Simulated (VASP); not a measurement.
# SiB (P-6m2) in VASP: relaxation of cell and atoms with PBE

Aim: the relaxation of cell and atoms of SiB with PBE.

All numbers are computed with VASP 6.6.1; they aren't measurements. Logs are shortened: lines on timing, memory, paths and dates and some standing lists are left out, and cuts for length are marked.

## Step 1: Starting point

Symmetry: P-6m2, No. 187, hexagonal system. Conventional cell: a = 3.140 Å, b = 3.140 Å, c = 5.120 Å, α = 90.00°, β = 90.00°, γ = 120.00°. Si (site symmetry 3m) has 3 B at 1.89 Å as nearest neighbours. B (site symmetry 3m) has 1 B at 1.74 Å and 3 Si at 1.89 Å as nearest neighbours.

The cell was built by a generator and needn't be a form met in nature.

## Step 2: Relaxation of cell and atoms, PBE

INCAR reads:

```
SYSTEM = SiB
ALGO = Fast
EDIFF = 1E-4
EDIFFG = -0.08
ENCUT = 520
GGA = PE
IBRION = 2
ISIF = 3
ISMEAR = 0
LASPH = .True.
LCHARG = .False.
LREAL = .False.
LWAVE = .False.
NELM = 60
NSW = 24
PREC = Normal
SIGMA = 0.15
```

KPOINTS reads:

```
k-points
0
Gamma
  8 8 4
  0 0 0
```

POSCAR reads:

```
SiB
1.0
    3.1400000000      0.0000000000      0.0000000000
   -1.5700000000      2.7193197700      0.0000000000
    0.0000000000      0.0000000000      5.1200000000
Si B
2 2
Direct
    0.6666666700      0.3333333300      0.7250000000
    0.6666666700      0.3333333300      0.2750000000
    0.3333333300      0.6666666700      0.8300000000
    0.3333333300      0.6666666700      0.1700000000
```

Potentials or basis: VASP PAW PBE potentials, release 64 (Si, B).

Started as:

```bash
$ cat potpaw_PBE.64/Si/POTCAR potpaw_PBE.64/B/POTCAR > POTCAR
$ mpirun -np 1 vasp_std > vasp.out
```

OUTCAR:

```text
SYSTEM = SiB
   EDIFF = 1E-4
   EDIFFG = -0.08
   ENCUT = 520
   GGA = PE
   IBRION = 2
   ISIF = 3
   ISMEAR = 0
   LASPH = .True.
   LREAL = .False.
   NELM = 60
   NSW = 24
   PREC = Normal

 ion  position               nearest neighbor table
   1  0.667  0.333  0.725-   3 1.89   3 1.89   3 1.89   2 2.30   2 2.82
   2  0.667  0.333  0.275-   4 1.89   4 1.89   4 1.89   1 2.30   1 2.82
   3  0.333  0.667  0.830-   4 1.74   1 1.89   1 1.89   1 1.89
   4  0.333  0.667  0.170-   3 1.74   2 1.89   2 1.89   2 1.89

  LATTYP: Found a hexagonal cell.
 ALAT       =     3.1400000000
 C/A-ratio  =     1.6305732484

  Lattice vectors:

 A1 = (   3.1400000000,   0.0000000000,   0.0000000000)
 A2 = (  -1.5700000000,   2.7193197700,   0.0000000000)
 A3 = (   0.0000000000,   0.0000000000,   5.1200000000)

Analysis of symmetry for initial positions (statically):
=====================================================================
 Subroutine PRICEL returns:
 Original cell was already a primitive cell.

 Routine SETGRP: Setting up the symmetry group for a
 hexagonal supercell.

 Subroutine GETGRP returns: Found 12 space group operations
 (whereof 12 operations were pure point group operations)
 out of a pool of 24 trial point group operations.

The static configuration has the point symmetry D_3h.

Analysis of symmetry for dynamics (positions and initial velocities):
=====================================================================
 Subroutine PRICEL returns:
 Original cell was already a primitive cell.

 Routine SETGRP: Setting up the symmetry group for a
 hexagonal supercell.

 Subroutine GETGRP returns: Found 12 space group operations
 (whereof 12 operations were pure point group operations)
 out of a pool of 24 trial point group operations.

The dynamic configuration has the point symmetry D_3h.

 Subroutine INISYM returns: Found 12 space group operations
 (whereof 12 operations are pure point group operations),
 and found     1 'primitive' translations

----------------------------------------------------------------------------------------

                                     Primitive cell

  volume of cell :      43.7180

  direct lattice vectors                    reciprocal lattice vectors
     3.140000000  0.000000000  0.000000000     0.318471338  0.183869512  0.000000000
    -1.570000000  2.719319770  0.000000000     0.000000000  0.367739025  0.000000000
     0.000000000  0.000000000  5.120000000     0.000000000  0.000000000  0.195312500

  length of vectors
     3.140000000  3.140000002  5.120000000     0.367739025  0.367739025  0.195312500

  position of ions in fractional coordinates (direct lattice)
     0.666666670  0.333333330  0.725000000
     0.666666670  0.333333330  0.275000000
     0.333333330  0.666666670  0.830000000
     0.333333330  0.666666670  0.170000000

  ion indices of the primitive-cell ions
   primitive index   ion index
                 1           1
                 2           2
                 3           3
                 4           4

----------------------------------------------------------------------------------------

 KPOINTS: k-points

Automatic generation of k-mesh.
 Grid dimensions read from file:
 generate k-points for:    8    8    4

 Generating k-lattice:

  Cartesian coordinates                     Fractional coordinates (reciprocal lattice)
     0.039808917  0.022983689  0.000000000     0.125000000  0.000000000  0.000000000
     0.000000000  0.045967378  0.000000000     0.000000000  0.125000000  0.000000000
     0.000000000  0.000000000  0.048828125     0.000000000  0.000000000  0.250000000

  Length of vectors
     0.045967378  0.045967378  0.048828125

  Shift w.r.t. Gamma in fractional coordinates (k-lattice)
     0.000000000  0.000000000  0.000000000

 Subroutine IBZKPT returns following result:
 ===========================================

 Found     30 irreducible k-points:

 Following reciprocal coordinates:
            Coordinates               Weight
  0.000000  0.000000  0.000000      1.000000
  0.125000  0.000000  0.000000      6.000000
  0.250000  0.000000  0.000000      6.000000
  0.375000  0.000000  0.000000      6.000000
  0.500000  0.000000  0.000000      3.000000
  0.125000  0.125000  0.000000      6.000000
[... 16 lines left out ...]
  0.250000  0.000000  0.500000      6.000000
  0.375000  0.000000  0.500000      6.000000
 [... further k-points ...]
   k-points           NKPTS =     30   k-points in BZ     NKDIM =     30   number of bands    NBANDS=     11
   number of dos      NEDOS =    301   number of ions     NIONS =      4
   total plane-waves  NPLWV =   9720
   dimension x,y,z NGX =    18 NGY =   18 NGZ =   30
   dimension x,y,z NGXF=    36 NGYF=   36 NGZF=   60
   ions per type =               2   2
   NGX,Y,Z   is equivalent  to a cutoff of   9.53,  9.53,  9.74 a.u.
   NGXF,Y,Z  is equivalent  to a cutoff of  19.06, 19.06, 19.48 a.u.
 SYSTEM =  SiB
   PREC   = normal    normal or accurate (medium, high low for compatibility)
   ISTART =      0    job   : 0-new  1-cont  2-samecut
   ICHARG =      2    charge: 1-file 2-atom 10-const
   ISPIN  =      1    spin polarized calculation?
   LNONCOLLINEAR =      F non collinear calculations
   LSORBIT =      F    spin-orbit coupling
   LASPH  =      T    aspherical Exc in radial PAW
   ENCUT  =  520.0 eV  38.22 Ry    6.18 a.u.   5.84  5.84  9.52*2*pi/ulx,y,z
   NELM   =     60;   NELMIN=  2; NELMDL= -5     # of ELM steps
   EDIFF  = 0.1E-03   stopping-criterion for ELM
   LREAL  =      F    real-space projection
   EDIFFG = -.8E-01   stopping-criterion for IOM
   NSW    =     24    number of steps for IOM
   IBRION =      2    ionic relax: 0-MD 1-quasi-New 2-CG
   NFREE  =      1    steps in history (QN), initial steepest desc. (CG)
   ISIF   =      3    stress and relaxation
   ISYM   =      2    0-nonsym 1-usesym 2-fastsym
   POTIM  = 0.5000    time-step for ionic-motion
   TEBEG  =    0.0;   TEEND  =   0.0 temperature during run
   PSTRESS=    0.0 pullay stress
   NELECT =      14.0000    total number of electrons
   NUPDOWN=      -1.0000    fix difference up-down
   EMIN   =  10.00;   EMAX   =-10.00  energy-range for DOS
   EFERMI =   0.00;   METHOD = LEGACY
   ISMEAR =     0;   SIGMA  =   0.15  broadening in eV -4-tet -1-fermi 0-gaus
   EFERMI_NEDOS =   21; number of points for ismear=-14 and -15
   IALGO  =     68    algorithm
   IMIX   =      4    mixing-type and parameters
     AMIX     =   0.40;   BMIX     =  1.00
     AMIX_MAG =   1.60;   BMIX_MAG =  1.00
  volume/ion in A,a.u.               =      10.93        73.76
  Fermi-wavevector in a.u.,A,eV,Ry     =   1.120033  2.116556 17.068159  1.254474
  Thomas-Fermi vector in A             =   2.256677
   LORBIT       =      0    0 simple, 1 ext, 2 COOP (PROOUT), +10 PAW based schemes
   GGA     = PE    functional components
   LHFCALC =     F    Hartree Fock is set to
   AEXX    =    0.0000 exact exchange contribution
   IVDW    =     0    specifies the selected vdW correction
   LEPSILON=     F    determine dielectric tensor
   LRPA    =     F    only Hartree local field effects (RPA)
 conjugate gradient relaxation of ions
 non-spin polarized calculation
 RMM-DIIS sequential band-by-band and
 Gauss-broadening in eV      SIGMA  =   0.15
  energy-cutoff  :      520.00
  volume of cell :       43.72
 maximum number of plane-waves:      1192
   NGX = 11   NGY = 11   NGZ = 19

--------------------------------------- Ionic step        1  -------------------------------------------

 number of electron      13.9999997 magnetization

 Free energy of the ion-electron system (eV)
  ---------------------------------------------------
  ext. energy  EPLUGINS =         0.00000000
  ---------------------------------------------------
  free energy    TOTEN  =       -21.71389297 eV

  energy without entropy =      -21.68967511  energy(sigma->0) =      -21.70178404

------------------------ aborting loop because EDIFF is reached ----------------------------------------

  FORCE on cell =-STRESS in cart. coord.  units (eV):
  Direction    XX          YY          ZZ          XY          YZ          ZX
  --------------------------------------------------------------------------------------
  -------------------------------------------------------------------------------------
  Total       10.9757795     10.9757795      5.8540974      0.0000000      0.0000000      0.0000000
  in kB      402.2407496    402.2407502    214.5411655      0.0000000      0.0000000      0.0000000
  external PRESSURE =     339.6742218 kB  Pullay stress =       0.0000000 kB
[... 23 lines left out ...]
  energy  without entropy=      -21.6896751082  energy(sigma->0) =      -21.70178404

--------------------------------------- Ionic step        2  -------------------------------------------

 number of electron      14.0000000 magnetization

 E-fermi :   4.4076     XC(G=0):  -9.7956

 val. band max:        4.3921558160   @ k =   0.2500   0.1250   0.5000
 cond. band min:       4.4205578261   @ k =   0.5000   0.0000   0.5000
 fundamental gap:      0.0284020100
 Fermi energy:         4.4076397356

 k-point     1 :       0.0000    0.0000    0.0000
  band No.  band energies     occupation
      1      -7.1887      2.00000
      2      -3.5297      2.00000
      3      -1.8460      2.00000
      4       3.8261      2.00000
      5       3.8261      2.00000
      6       5.6811      0.00000
      7       6.7703      0.00000
      8       6.7703      0.00000
      9       7.3924      0.00000
     10       8.4589      0.00000
     11       8.4601      0.00000
[... 391 lines left out ...]
  FREE ENERGIE OF THE ION-ELECTRON SYSTEM (eV)
  ---------------------------------------------------
  free  energy   TOTEN  =       -22.6586601590 eV

  energy  without entropy=      -22.6455086113  energy(sigma->0) =      -22.65208439

[... ionic steps 4 to 20 ...]

--------------------------------------- Ionic step       21  -------------------------------------------

 number of electron      14.0000006 magnetization

------------------------ aborting loop because EDIFF is reached ----------------------------------------

  FORCE on cell =-STRESS in cart. coord.  units (eV):
  Direction    XX          YY          ZZ          XY          YZ          ZX
  --------------------------------------------------------------------------------------
  -------------------------------------------------------------------------------------
  Total       -0.0714813     -0.0714813     -0.1342259      0.0000000      0.0000000     -0.0000000
  in kB       -2.1903853     -2.1903853     -4.1130534      0.0000000      0.0000000     -0.0000000
  external PRESSURE =      -2.8312747 kB  Pullay stress =       0.0000000 kB
[... 61 lines left out ...]
  energy  without entropy=      -22.7602829289  energy(sigma->0) =      -22.76460710

--------------------------------------- Ionic step       23  -------------------------------------------

 number of electron      14.0000007 magnetization

 Free energy of the ion-electron system (eV)
  ---------------------------------------------------
  ext. energy  EPLUGINS =         0.00000000
  ---------------------------------------------------
  free energy    TOTEN  =       -22.77005263 eV

  energy without entropy =      -22.76159221  energy(sigma->0) =      -22.76582242

 E-fermi :   5.4409     XC(G=0): -10.3863

 val. band max:        5.4258861801   @ k =   0.2500   0.0000   0.0000
 cond. band min:       5.6189278183   @ k =   0.3750   0.1250   0.0000
 fundamental gap:      0.1930416382
 Fermi energy:         5.4408509936

 k-point     1 :       0.0000    0.0000    0.0000
  band No.  band energies     occupation
      1      -6.7223      2.00000
      2      -3.7802      2.00000
      3      -1.5290      2.00000
      4       6.0408      0.00000
      5       6.2264      0.00000
      6       6.2264      0.00000
      7       8.8005      0.00000
      8       8.8005      0.00000
      9      11.0788      0.00000
     10      11.0788      0.00000
     11      11.8941      0.00000
[... 353 lines left out ...]
  FREE ENERGIE OF THE ION-ELECTRON SYSTEM (eV)
  ---------------------------------------------------
  free  energy   TOTEN  =       -22.7700526265 eV

  energy  without entropy=      -22.7615922064  energy(sigma->0) =      -22.76582242

 reached required accuracy - stopping structural energy minimisation
```

Run time: 46 s. Hardware: 1 thread of Intel Xeon Platinum 8488C (Sapphire Rapids), shared host; peak memory 0.13 GiB.

What came out:

* Free energy: -22.7701 eV
* Relaxed volume: 13.05 Å³/atom
* Relaxed cell: a = 3.235 Å, b = 3.235 Å, c = 5.760 Å, α = 90.00°, β = 90.00°, γ = 120.00°
* Space group after relaxing (to 0.05 Å): P-6m2 (No. 187)
* Energy gained by relaxing: 264.0 meV/atom
* Ionic steps: 23
* Pressure after relaxing: 0.0 GPa
* Largest force after relaxing: 0.036 eV/Å
* Band gap on the k mesh: none (metal or under the smearing width)

Forces in eV/Å, atoms in the order of the input:
```
Si   0.000  0.000  0.001
Si   0.000  0.000 -0.001
B    0.000  0.000  0.036
B    0.000  0.000 -0.036
```

Step by step:
| step | energy change (eV) | largest force (eV/Å) | pressure (GPa) | volume (Å³) |
| --- | --- | --- | --- | --- |
| 1 | 0.0000 | 2.0022 | 33.97 | 43.72 |
| 2 | -0.5582 | 0.4707 | -11.36 | 60.02 |
| 3 | -0.9448 | 0.3148 | 0.14 | 52.53 |
| 4 | -0.9450 | 0.3339 | 0.48 | 52.35 |
| 5 | -0.9843 | 0.4006 | -0.75 | 53.01 |
| 6 | -0.9845 | 0.4001 | -0.84 | 53.06 |
| 7 | -0.9944 | 0.1953 | 0.10 | 52.74 |
| 8 | -0.9944 | 0.1927 | 0.11 | 52.75 |
| 9 | -0.9986 | 0.1402 | 0.11 | 52.71 |
| 10 | -1.0075 | 0.0958 | 0.20 | 52.61 |
| 11 | -1.0318 | 0.0411 | 0.41 | 52.38 |
| 12 | -0.9287 | 1.7411 | 0.50 | 51.84 |
| 13 | -1.0383 | 0.2506 | 0.42 | 52.30 |
| 14 | -1.0379 | 0.5194 | 0.37 | 52.22 |
| 15 | -1.0392 | 0.3561 | 0.40 | 52.26 |
| 16 | -1.0406 | 0.4031 | 0.31 | 52.26 |
| 17 | -1.0426 | 0.5007 | 0.13 | 52.25 |
| 18 | -1.0447 | 0.4538 | 0.08 | 52.25 |
| 19 | -1.0497 | 0.3332 | -0.04 | 52.26 |
| 20 | -1.0542 | 0.1986 | -0.25 | 52.28 |
| 21 | -1.0543 | 0.2186 | -0.28 | 52.29 |
| 22 | -1.0550 | 0.1829 | -0.22 | 52.26 |
| 23 | -1.0562 | 0.0362 | 0.03 | 52.19 |

Final structure:
```xyz
4
Lattice="3.2345 0.0000 0.0000 -1.6173 2.8012 0.0000 0.0000 0.0000 5.7600" Properties=species:S:1:pos:R:3 pbc="T T T"
Si    1.6173    0.9337    4.0656
Si    1.6173    0.9337    1.6944
B     0.0000    1.8674    4.9402
B     0.0000    1.8674    0.8198
```

Levels at points of the mesh, in eV from the Fermi level:
```csv
k point,band 3,band 4,band 5,band 6,band 7,band 8,band 9,band 10,band 11
"(0.00, 0.00, 0.00)",-6.97,0.60,0.79,0.79,3.36,3.36,5.64,5.64,6.45
"(0.50, 0.00, 0.00)",-5.81,-4.41,-3.90,-2.07,-1.27,1.24,3.27,4.89,5.96
"(0.00, 0.00, 0.50)",-3.74,-2.96,0.98,0.98,2.78,2.78,6.33,6.64,6.64
"(0.50, 0.00, 0.50)",-6.57,-5.86,-1.72,-0.94,-0.68,0.43,3.11,3.79,4.66
```

Caveat: the volume moved by over 15 % at a fixed basis, so the end points are rough; the relaxation stopped at a loose force limit of 0.08 eV/Å, so its end isn't a converged minimum.
